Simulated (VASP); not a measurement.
NaAu2, 6 atoms in the cell. It takes space group Fd-3m (No. 227, cubic). The conventional cell has a = 7.790 Å, b = 7.790 Å, c = 7.790 Å, α = 90.00°, β = 90.00°, γ = 90.00°. Na (site symmetry -43m) has 12 Au at 3.23 Å and 4 Na at 3.37 Å as nearest neighbours. Au (site symmetry -3m) has 6 Au at 2.75 Å as nearest neighbours. 

```yaml
Program: VASP 6.6.1
Task: single point
Functional: PBEsol
Potentials_or_basis: VASP PAW PBE potentials, release 64 (Na_pv, Au)
Cutoff: 520 eV
k_mesh: 4 × 4 × 4
Occupations: gaussian, width 0.1 eV
Spin: no spin polarisation
Dipole_correction: no
Further_INCAR_settings: ALGO = Fast; EDIFF = 1e-06; NBANDS = 38
```

Potentials or basis: VASP PAW PBE potentials, release 64 (Na_pv, Au).

Command:

```sh
$ cat potpaw_PBE.64/Na_pv/POTCAR potpaw_PBE.64/Au/POTCAR > POTCAR
$ mpirun -np 1 vasp_std > vasp.out
```

Hardware: 1 thread of Intel(R) Xeon(R) Platinum 8488C (Sapphire Rapids), on a shared host.

Task: How long does it take, and how much memory?

Result: Wall time 46 s on 1 thread of Intel(R) Xeon(R) Platinum 8488C (Sapphire Rapids), with other jobs on the host, peak memory 0.26 GiB. Counts: scf iterations 13, k points 8.
